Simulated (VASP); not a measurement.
A run of VASP 6.6.1:

INCAR

```
  PREC = Accurate
  ENCUT = 900
  EDIFF = 1E-7
  ISMEAR = 0
  SIGMA = 0.01
  LREAL = False
  LASPH = True
  NELM = 80
  ALGO = Normal
  ISIF = 2
  LWAVE = False
  LCHARG = False
  GGA = B5
  ALDAX = 1.0
  AGGAX = 1.0
  AGGAC = 1.0
  ALDAC = 0.0
  IVDW = 12
  VDW_S6 = 1.0
  VDW_S8 = 2.6996
  VDW_A1 = 0.4298
  VDW_A2 = 4.2359
  NBANDS = 20
```

File KPOINTS:

```
Automatic mesh
0
Gamma
  1 1 1
```

POSCAR

```
BHSeCl2
1.0
   12.0000000000      0.0000000000      0.0000000000
    0.0000000000     13.0000000000      0.0000000000
    0.0000000000      0.0000000000     13.0000000000
Cl B Se H
2 1 1 1
Cartesian
    6.3665499600      6.8003000000      8.0518500400
    7.1588499600      4.7893999400      5.9448499500
    6.3135500400      6.2476000600      6.3990500600
    5.3498499600      7.1810000600      5.0161499700
    4.8671499600      8.2525999400      5.8959500600
```

Potentials or basis: VASP PAW PBE potentials, release 64 (Cl_h, B_h, Se, H_h).

The run is started by

```console
$ cat potpaw_PBE.64/Cl_h/POTCAR potpaw_PBE.64/B_h/POTCAR potpaw_PBE.64/Se/POTCAR potpaw_PBE.64/H_h/POTCAR > POTCAR
$ mpirun -np 1 vasp_gam > vasp.out
```

Hardware: 1 thread of Intel(R) Xeon(R) Platinum 8259CL CPU @ 2.50GHz (Skylake/Cascade Lake), with other jobs on the host.

Estimate the wall time of this run.

Wall time 21 min on 1 thread of Intel(R) Xeon(R) Platinum 8259CL CPU @ 2.50GHz (Skylake/Cascade Lake) (shared host), peak memory 3 GiB. Counts: scf iterations 44, k points 1.
